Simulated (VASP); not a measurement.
Data:

```xyz
3
Lattice="2.0372 -3.5286 0.0000 2.0372 3.5286 0.0000 0.0000 0.0000 6.6831" Properties=species:S:1:pos:R:3 pbc="T T T"
Mg     4.0745     0.0000     0.0000
I      2.0372     1.1762     1.6539
I      2.0372    -1.1762     5.0292
```

These are LDA (Ceperley-Alder, Perdew-Zunger), VASP's LDA PAW potentials (set 64) (plane waves; VASP) values and carry that method's errors. Settings: 400 eV cut-off, 7×7×4 Γ-centred mesh, tetrahedra with Blöchl corrections, potentials Mg I.

**Question.** The job: MgI2 (1T layered), 3 atoms, LDA, static run, 400 eV, 7×7×4 Γ-centred mesh. Roughly how much core time does it take on a busy server core?

**Answer.** About 10 core-seconds (one run on a shared machine, a rough figure). It had 28 irreducible k-points, 12 bands, up to 1762 plane waves and 13 electronic steps.

The compound is MgI2 in the 1T layered structure. It was relaxed first, which changed the volume by -6 %.
